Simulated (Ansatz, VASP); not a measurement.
**Os (Osmium) in two plane-wave programs**

One calculation is typed for both programs; each brings its own data sets. How far apart do they land? Valence electrons are named where the data sets of a main pair hold unlike numbers.

Program: Ansatz 0.2.0. Level of theory: plane waves, with VASP 6.6.1 beside it; electric field gradients at LDA and electric field gradients at r2SCAN. Results are calculated unless marked as measured.

### 1. The structure

It takes space group P6_3/mmc (No. 194, hexagonal). The conventional cell has a = 2.734 Å, b = 2.734 Å, c = 4.320 Å, α = 90.00°, β = 90.00°, γ = 120.00°. Os has 12 Os at 2.68 to 2.73 Å nearest.

As a file:

```cif
data_structure
_symmetry_space_group_name_H-M 'P 1'
_symmetry_Int_Tables_number 1
_cell_length_a 2.7341
_cell_length_b 2.7341
_cell_length_c 4.3197
_cell_angle_alpha 90.000
_cell_angle_beta 90.000
_cell_angle_gamma 120.000
_cell_volume 27.96
loop_
_atom_site_label
_atom_site_type_symbol
_atom_site_fract_x
_atom_site_fract_y
_atom_site_fract_z
_atom_site_occupancy
Os1 Os 0.66667 0.33333 0.75000 1
Os2 Os 0.33333 0.66667 0.25000 1
```

### 2. VASP: electric field gradients, LDA

Field gradients test the density near the nuclei, where the PAW reconstruction matters most.

Lines of VASP's logs that name or quote its potential files are left out, and so is its time.

Input file INCAR:

```
SYSTEM = Os
PREC = Accurate
ENCUT = 400
EDIFF = 1E-07
NELM = 100
ISMEAR = -1
SIGMA = 0.05
LREAL = .FALSE.
ALGO = Normal
GGA = CA
NBANDS = 20
LORBIT = 11
LWAVE = .FALSE.
LCHARG = .FALSE.
KPAR = 2
LEFG = .TRUE.
ICORELEVEL = 1
LASPH = .TRUE.
```

Input file POSCAR:

```
Os
1.0
    2.7341000000      0.0000000000      0.0000000000
   -1.3670500000      2.3678000565      0.0000000000
    0.0000000000      0.0000000000      4.3197000000
Os
2
Direct
    0.6666666667      0.3333333333      0.7500000000
    0.3333333333      0.6666666667      0.2500000000
```

Input file KPOINTS:

```
Automatic mesh
0
Gamma
12 12 6
0 0 0
```

The projector-augmented-wave data sets are Os_pv (PBE family, release 64).

On the command line:

```bash
$ mpirun -np 2 vasp_std
```

Numbers of over 12 decimals in the logs are rounded to 6 here.

What it wrote:

```text
[banner, memory and clock lines left out]
running    2 mpi-ranks, on    1 nodes
 distrk:  each k-point on    1 cores,    2 groups
 distr:  one band on    1 cores,    1 groups

 POSCAR found type information on POSCAR Os
 POSCAR found :  1 types and       2 ions
|                                                                             |
|               ----> ADVICE to this user running VASP <----                  |
|                                                                             |
|     You enforced a specific xc type in the INCAR file but a different       |
|     [... a line on the potential file left out ...]
|     I HOPE YOU KNOW WHAT YOU ARE DOING!                                     |
|                                                                             |

 LDA part: xc-table for (Slater(with rela. corr.)+CA(PZ))
 , standard interpolation
 POSCAR, INCAR and KPOINTS ok, starting setup
 FFT: planning ... GRIDC
 FFT: planning ... GRID_SOFT
 FFT: planning ... GRID
 WAVECAR not read
 entering main loop
       N       E                     dE             d eps       ncg     rms          rms(c)
DAV:   1     0.247876837009E+03    0.24788E+03   -0.13976E+04  3056   0.155E+03
DAV:   2    -0.155284984410E+02   -0.26341E+03   -0.25498E+03  3068   0.500E+02
DAV:   3    -0.269607904990E+02   -0.11432E+02   -0.10875E+02  3488   0.988E+01
DAV:   4    -0.271155619682E+02   -0.15477E+00   -0.15434E+00  3280   0.114E+01
DAV:   5    -0.271164879086E+02   -0.92594E-03   -0.92586E-03  3424   0.942E-01    0.253E+01
DAV:   6    -0.256794489554E+02    0.14370E+01   -0.18790E+00  3448   0.138E+01    0.106E+01
DAV:   7    -0.253944027161E+02    0.28505E+00   -0.85836E-01  3444   0.870E+00    0.914E-01
DAV:   8    -0.253856027515E+02    0.88000E-02   -0.24911E-02  3060   0.182E+00    0.314E-01
DAV:   9    -0.253849002709E+02    0.70248E-03   -0.10009E-03  3460   0.356E-01    0.437E-02
DAV:  10    -0.253849101108E+02   -0.98399E-05   -0.39051E-05  3256   0.668E-02    0.151E-02
DAV:  11    -0.253849088161E+02    0.12947E-05   -0.10524E-06  3424   0.101E-02    0.345E-03
DAV:  12    -0.253849087251E+02    0.91005E-07   -0.84777E-08  1888   0.273E-03
ion   1
     0.0000000     0.0000000     0.0000000    -0.3085231    -0.0000000    -0.0000000
     0.0000668     0.0000000     0.0000000    -0.3085230    -0.0000000    -0.0000000
     0.0000920     0.0000000     0.0000000    -0.3085230    -0.0000000    -0.0000000
     0.0001268     0.0000000     0.0000000    -0.3085230    -0.0000000    -0.0000000
     0.0001746     0.0000000     0.0000000    -0.3085230    -0.0000000    -0.0000000

     0.0000000     0.0000000     0.0000000    48.3491688    -0.0000000    -0.0000002
     0.0000668     0.0000000     0.0000000    48.2921821    -0.0000000    -0.0000002
     0.0000920     0.0000000     0.0000000    48.2652957    -0.0000000    -0.0000002
     0.0001268     0.0000000     0.0000000    48.2244888    -0.0000000    -0.0000002
     0.0001746     0.0000000     0.0000000    48.1628241    -0.0000000    -0.0000002

ion   2
     0.0000000     0.0000000    -0.0000000    -0.3085231    -0.0000000    -0.0000000
     0.0000668     0.0000000    -0.0000000    -0.3085230    -0.0000000    -0.0000000
     0.0000920     0.0000000    -0.0000000    -0.3085230    -0.0000000    -0.0000000
     0.0001268     0.0000000    -0.0000000    -0.3085230    -0.0000000    -0.0000000
     0.0001746     0.0000000    -0.0000000    -0.3085230    -0.0000000    -0.0000000

     0.0000000     0.0000000    -0.0000000    48.3491688    -0.0000000    -0.0000002
     0.0000668     0.0000000    -0.0000000    48.2921821    -0.0000000    -0.0000002
     0.0000920     0.0000000    -0.0000000    48.2652957    -0.0000000    -0.0000002
     0.0001268     0.0000000    -0.0000000    48.2244888    -0.0000000    -0.0000002
     0.0001746     0.0000000    -0.0000000    48.1628241    -0.0000000    -0.0000002

   1 F= -.25384909E+02 E0= -.25379604E+02  d E =-.106094E-01
```

OUTCAR, selected parts (step 2):

```text
ion  position               nearest neighbor table
   1  0.667  0.333  0.750-   2 2.68   2 2.68   2 2.68   2 2.68   2 2.68   2 2.68
   2  0.333  0.667  0.250-   1 2.68   1 2.68   1 2.68   1 2.68   1 2.68   1 2.68

  LATTYP: Found a hexagonal cell.
 ALAT       =     2.7341000000
 C/A-ratio  =     1.5799348963

 Subroutine GETGRP returns: Found 24 space group operations
 (whereof 12 operations were pure point group operations)

The static configuration has the point symmetry D_3d.
 The point group associated with its full space group is D_6h.

 Found     76 irreducible k-points:

   k-points           NKPTS =     76   k-points in BZ     NKDIM =     76   number of bands    NBANDS=     20

   dimension x,y,z NGX =    18 NGY =   18 NGZ =   28
   dimension x,y,z NGXF=    36 NGYF=   36 NGZF=   56

   ENCUT  =  400.0 eV  29.40 Ry    5.42 a.u.   4.46  4.46  7.04*2*pi/ulx,y,z

   NELECT =      28.0000    total number of electrons

 k-points in reciprocal lattice and weights: Automatic mesh
   0.00000000  0.00000000  0.00000000       0.001
   0.08333333  0.00000000  0.00000000       0.007
   0.16666667  0.00000000  0.00000000       0.007
   0.25000000  0.00000000  0.00000000       0.007
   0.33333333  0.00000000  0.00000000       0.007
   0.41666667  0.00000000  0.00000000       0.007
   0.50000000  0.00000000  0.00000000       0.003
   0.08333333  0.08333333  0.00000000       0.007
   0.16666667  0.08333333  0.00000000       0.014
[...]
0.33333333  0.25000000  0.50000000       0.014
   0.33333333  0.33333333  0.50000000       0.002

 the core state eigenenergies are
   1-  1s -73833.5663  2s -12846.0933  2p -11181.2046  3s  -2979.3240  3p  -2490.7062
       3d  -1945.8096  4s   -618.1029  4p   -457.8809  4d   -259.2041  4f    -38.4438
       5s    -77.7257
   2-  1s -73833.5663  2s -12846.0933  2p -11181.2046  3s  -2979.3240  3p  -2490.7062
       3d  -1945.8096  4s   -618.1029  4p   -457.8809  4d   -259.2041  4f    -38.4438
       5s    -77.7257

 E-fermi :   8.7689

 k-point     1 :       0.0000    0.0000    0.0000
  band No.  band energies     occupation
    ...
     11       5.9863      2.00000
     12       6.5762      2.00000
     13       6.5762      2.00000
     14       7.2432      2.00000
     15       7.2432      2.00000
     16       8.9346      0.07013
     17      10.5194      0.00000
     18      10.5194      0.00000
     19      17.9012      0.00000
     20      22.9246      0.00000

 k-point     2 :       0.0833    0.0000    0.0000
  band No.  band energies     occupation
    ...
     12       6.4672      2.00000
     13       6.8090      2.00000
     14       6.8618      2.00000
     15       7.0463      2.00000
     16       7.9130      2.00000
     17      10.6558      0.00000
     18      12.0041      0.00000
     19      17.8768      0.00000
     20      23.5006      0.00000

 k-point     3 :       0.1667    0.0000    0.0000
  band No.  band energies     occupation
    ...
     12       6.5852      2.00000
     13       6.7042      2.00000
     14       7.1000      2.00000
     15       7.2761      2.00000
     16       7.4821      2.00000
     17      10.9475      0.00000
     18      14.2092      0.00000
     19      17.7322      0.00000
     20      24.6886      0.00000

  Total       -0.6678711     -0.6678711     -0.4184138      0.0000000      0.0000000      0.0000000
  in kB      -38.2639900    -38.2639900    -23.9719597      0.0000000      0.0000000      0.0000000
  external PRESSURE =     -33.4999799 kB  Pullay stress =       0.0000000 kB

  energy-cutoff  :      400.00
  volume of cell :       27.96
      direct lattice vectors                 reciprocal lattice vectors
     2.734100000  0.000000000  0.000000000     0.365751070  0.211166479  0.000000000
    -1.367050000  2.367800057  0.000000000     0.000000000  0.422332957  0.000000000
     0.000000000  0.000000000  4.319700000     0.000000000  0.000000000  0.231497558

 POSITION                                       TOTAL-FORCE (eV/Angst)
 -----------------------------------------------------------------------------------
      1.36705      0.78927      3.23977        -0.000000      0.000000      0.000000
     -0.00000      1.57853      1.07993         0.000000     -0.000000      0.000000
 -----------------------------------------------------------------------------------
    total drift:                               -0.000000      0.000000     -0.000000

  FREE ENERGIE OF THE ION-ELECTRON SYSTEM (eV)
  ---------------------------------------------------
  free  energy   TOTEN  =       -25.3849087251 eV

  energy  without entropy=      -25.3742993658  energy(sigma->0) =      -25.37960405

 Electric field gradients after diagonalization (V/A^2)
 (convention: |V_zz| > |V_xx| > |V_yy|)
----------------------------------------------------------------------
 ion       V_xx      V_yy      V_zz     asymmetry (V_yy - V_xx)/ V_zz
----------------------------------------------------------------------
   1      30.364    30.363   -60.726       0.000
   2      30.364    30.363   -60.726       0.000
----------------------------------------------------------------------

 total charge
# of ion       s       p       d       tot
------------------------------------------
    1        0.548   6.559   5.638  12.744
    2        0.548   6.559   5.638  12.744
--------------------------------------------------
tot          1.095  13.117  11.276  25.489

[... 3 further parts left out ...]
```

These are scalar-relativistic Kohn-Sham levels of the ground state, with no core hole, so they are not binding energies. The PAW data sets were made with PBE, though LDA sets exist; pressures can shift by 1 GPa and more with it.

### 3. Ansatz: electric field gradients, LDA

Ansatz runs on its default PAW (the set named soft_2) files.

The same cell, functional (in two slightly different forms), mesh and smearing now go to Ansatz, which takes its cutoff from its data sets.

Input file input.yaml:

```yaml
crystal:
  lattice:
    - [2.7341, 0.0, 0.0]
    - [-1.36705, 2.3678000565, 0.0]
    - [0.0, 0.0, 4.3197]
  atoms:
    - { symbol: Os, position: [0.6666666667, 0.3333333333, 0.75] }
    - { symbol: Os, position: [0.3333333333, 0.6666666667, 0.25] }
hamiltonian:
  xc: lda
  pseudopotentials: { kind: paw }
kpoints:
  mp_grid: { grid: [12, 12, 6] }
scf:
  occupations: { method: fermi_dirac, width: 0.05 }
  n_extra_bands: 4
output:
  forces: true
  stress: true
  eigenvalues: true
  efg: {}
```

On the command line:

```bash
$ ansatz run input.yaml --threads 2 --pin off --max-ram 4608MiB --backend cpu --events-out ev --progress --plain --runs-dir out
```

What it wrote:

```text
scf.n_extra_bands = 4 over 16 filled bands (N_el = 32.0): the run solves 20 bands
Os: output.efg is read without spin–orbit coupling, which moves field gradients at and beside such atoms by some per cent and up to a factor of two; PAW files take it under magnetization.noncollinear and magnetization.spin_orbit
Engine: ansatz 0.2.0, aarch64-unknown-linux-gnu
Pseudopotentials: kind: paw
Pseudopotential: Os, paw, valence charge 16, recommended cutoff 420 eV (normal), Os.paw.azcp
Functional definition: SPW92
  exchange = slater_x
  correlation = pw_c
Crystal: 2 atoms, lattice volume = 27.965 Å³
Basis set: ecut = 420 eV, 537 PW (Γ)
Bands: 20, of which v1, the nominal top of the filled ones, is band 16 counted from 1 (15 counted from 0)
Symmetry: 24 space group operations
Space group: P63/mmc (ITA 194), of the structure as read, at distance tolerance 3.0e-5 Å
k-points: 76 of 864
Non-local potential: Os, projectors of the file, l = 0: 3, l = 1: 2, l = 2: 2, l = 3: 1
PAW form: soft (Blöchl's): semilocal exchange-correlation on the pseudo side does not see the compensation charge
PAW frozen core: Os, regenerated for the run's functional, and the local potential with it (the file was generated under x = pbe(κ = 0.804, μ = 0.219515), c = pbe(β = 0.066725))
PAW one-centre angular grid: Os, 590 points (default); XC on 64 Gauss nodes
Initial density: superposition of atomic densities (neutral atoms: chi_scale 0, normalization atom), corrected by the library's trained network
Initial wavefunctions: pseudopotential atomic-orbital guess
Functional: x = slater, c = lda
SCF iter   1: F=—  HF=-22236.966670 eV  |F-HF|=—  |Δ(HF+E_count)|=         —  Δρ=9.70e-3  dr2=6.43e-3  ethr=1.77e-3  ⟨swp⟩=4.8  Hψ=5989  notcnv=0
preconditioner: auto → none  [metal: Δε(μ)=0.043 eV  Ē_g=6.862 eV  σ=0.050 eV  W_gap=0.20  n_scr=8 (ndim 8)  ℏωp=28.1 eV  f_vac=0.000  D(μ)=1.29/eV (n_scr^D=8)  sad-step TF]
SCF iter   2: F=—  HF=-22236.967963 eV  |F-HF|=—  |Δ(HF+E_count)|=   1.29e-3  Δρ=5.53e-3  dr2=2.06e-3  ethr=2.01e-5  ⟨swp⟩=2.0  Hψ=2506  notcnv=0
SCF iter   3: F=—  HF=-22236.968480 eV  |F-HF|=—  |Δ(HF+E_count)|=   5.17e-4  Δρ=2.42e-4  dr2=1.12e-5  ethr=6.45e-6  ⟨swp⟩=2.2  Hψ=2115  notcnv=0
SCF iter   4: F=—  HF=-22236.968479 eV  |F-HF|=—  |Δ(HF+E_count)|=   1.10e-6  Δρ=8.13e-5  dr2=4.42e-7  ethr=3.50e-8  ⟨swp⟩=2.2  Hψ=2313  notcnv=0
iter 5 did not close the SCF: its close was put off for the readings that it lacked (scf_convergence_deferred on its scf_iter line)
SCF iter   5: F=-22236.968479 eV  HF=-22236.968479 eV  |F-HF|=3.65e-9  |Δ(HF+E_count)|=   3.28e-8  Δρ=8.46e-6  dr2=1.04e-8  ethr=1.38e-9  ⟨swp⟩=2.4  Hψ=2286  notcnv=0
SCF iter   6: F=-22236.968479 eV  HF=-22236.968479 eV  |F-HF|=2.40e-10  |Δ(HF+E_count)|=   2.28e-9  Δρ=2.07e-6  dr2=5.72e-10  ethr=3.25e-11  ⟨swp⟩=2.3  Hψ=4879  notcnv=0
SCF 1 converged in 6 iterations: F = -22236.968479 eV  dr2 = 5.72e-10
  greatest PAW one-centre occupation: 1.000 electrons in one spin orbital (limit 2), on the Os atom at site 1 (counted from 0), in its partial waves of l = 0
SCF converged after 6 iterations
Free energy (F): -22236.968479 eV
Harris-Foulkes:  -22236.968479 eV  (|F-HF|=2.40e-10)
Internal energy: -22236.957972 eV  (E = F + TS)
E sigma→0 (E₀):  -22236.963225 eV
Entropy (-TS):   -0.010507 eV (-5.254 meV/atom)
Fermi energy:    25.608194 eV
--- Per-component energies (eV) ---
  E_band       = -140.819609
  E_kinetic    = 1125.177452
  E_local      = -1580.670828  (includes V_loc(G=0)·N_el)
  E_nonlocal   = 10.053514
  E_hartree    = 652.202828
  E_xc         = -530.743345
  E_vxc        = -568.551209  (∫ρ·V_xc dr)
  E_paw        = -17495.122592  (= ΣΔE_a)
  E_vpaw       = -431.233481  (= ΣTr[D̂ρ^β])
  E_aug_tail   = -0.000185  (compensation charges beyond the density's cutoff)
  E_ewald      = -4418.580283
  E_core_change = 0.725468  (= ΣΔE_core)
  E_smearing   = -0.010507  (= −TS)
  E_closure    = -0.000000  (closes the sum)
  Σ components = -22236.968479   (vs F -22236.968479, Δ=0.00e0)
--- Forces (eV/Å), atoms counted from 1 ---
  atom   1  Os    -0.00000000     0.00000000     0.00000000
  atom   2  Os     0.00000000    -0.00000000     0.00000000
  max |Σ_I F_I| component: 5.55e-17 eV/Å
--- Stress (GPa, compression-positive) ---
       -9.028693       0.000000       0.000000
        0.000000      -9.028693      -0.000000
        0.000000      -0.000000      -8.214579
  P = ⅓ Tr σ = -8.7573 GPa (-87.573 kbar)
--- PAW observables at the nuclei: V_zz in 10²¹ V/m², potentials from the cell's mean, atoms counted from 1 ---
  atom   1  Os V_zz =    -6.000814   η = 0.0000   by run symmetry: allowed
            electrostatic potential = -15470.173294 V   contact ρ = none
  atom   2  Os V_zz =    -6.000814   η = 0.0000   by run symmetry: allowed
            electrostatic potential = -15470.173294 V   contact ρ = none
--- Band table (eV; the first three rows and the last of 76) ---
  k-point 0: bands = [... 12 lower, 22.8477, 23.4337, 23.4337, 24.0961, 24.0961, 25.7549, 27.3581, 27.3581]
  k-point 1: bands = [... 12 lower, 22.6536, 23.2180, 23.2180, 24.5810, 24.5810, 24.7084, 27.3880, 27.3880]
  k-point 2: bands = [... 12 lower, 22.2712, 22.7718, 22.7718, 22.9652, 25.5666, 25.5666, 27.2177, 27.2177]
  k-point 75: bands = [... 12 lower, 22.2479, 22.2479, 24.2885, 24.2885, 27.2892, 27.2892, 34.0402, 34.0402]
```

It took 2.8 s on 2 threads of Arm Neoverse N1, shared host; peak memory 0.35 GiB.

The column dr2 measures how far the density is from self-consistency, as an energy; F and HF (Harris–Foulkes) agree once it is small.

The run ends at a pressure of -8.76 GPa.

### 4. Differences

Known differences besides the potentials themselves: the two LDA forms differ slightly; Ansatz adds the response of the frozen cores to the gradients, VASP leaves it out; the data sets hold 32 valence electrons in Ansatz (on its default PAW (the set named soft_2) files) and 28 in VASP; the cutoff is 420 eV in Ansatz and 400 eV in VASP; VASP's log shows a relativistic correction to its local exchange, Ansatz's none. Total energies have different zeros and are not compared.

Compared:

```csv
quantity,Ansatz,VASP,difference
pressure (GPa),-8.76,-3.35,-5.41
Vzz at Os1 (V/Å²),-60.0,-60.7,+0.7
Vzz at Os2 (V/Å²),-60.0,-60.7,+0.7
```

### 5. Other set-ups

Further runs change the set-up of one program: Ansatz's method, potentials or start, or VASP's data sets, cutoff or form of LDA. The table gives Ansatz less VASP for each quantity, since a change that brings one quantity closer may part another.

```csv
run,pressure (GPa),Vzz at Os1 (V/Å²),Vzz at Os2 (V/Å²)
as above,-5.4,0.72,0.72
cores kept as stored,-5.3,0.22,0.22
"Ansatz's larger PAW set (cutoff 700 eV), whose cores stay as stored",-5.2,-0.87,-0.87
```

(Part 1 of 2 ends here.)

[Lines on the potential files, build, host, timing and source positions are cut from VASP's logs without a mark.]

[Logs are printed without paths, hosts, clocks, repeated set-up lines and the standing remarks that a program may print on its own settings, such as how far it seeks lower states.]

[Hosts, paths, dates, database ids (printed as entryN), source tags and the programs' standing remarks are cut or masked in the printed files.]
